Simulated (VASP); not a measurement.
Here is the system:

```xyz
2
Lattice="1.3784 -2.3875 0.0000 1.3784 2.3875 0.0000 0.0000 0.0000 4.4169" Properties=species:S:1:pos:R:3 pbc="T T T"
Tc     1.3784     0.7958     1.1042
Tc     1.3784    -0.7958     3.3127
```

Computed with revPBE GGA, VASP's PBE PAW potentials (set 64) (plane waves; VASP). Numerical set-up: 520 eV cut-off, Gaussian smearing of 0.050 eV, potentials Tc_pv.

Give the energies of bands 7 to 16 at the high-symmetry points, in eV from the Fermi level.

```csv
band,Γ,M,K,A,L,H
7,-7.23,-5.23,-4.64,-5.31,-5.19,-3.74
8,-5.31,-4.61,-3.32,-5.31,-5.19,-3.74
9,-1.50,-4.50,-3.32,-1.84,-3.59,-3.20
10,-1.50,-1.85,-2.83,-1.84,-3.59,-3.20
11,-1.43,-1.11,-1.84,-1.64,0.13,-1.74
12,-0.80,-0.93,-1.84,-1.64,0.13,-1.74
13,-0.80,-0.48,-0.04,-1.64,1.39,-0.09
14,-0.13,2.85,2.25,-1.64,1.39,-0.09
15,-0.13,3.24,2.25,1.82,3.10,2.54
16,1.65,3.27,2.65,1.82,3.10,2.54
```

It has no gap at this level: it comes out as a metal or semimetal.

The compound is Tc in the hcp structure. It was relaxed first.
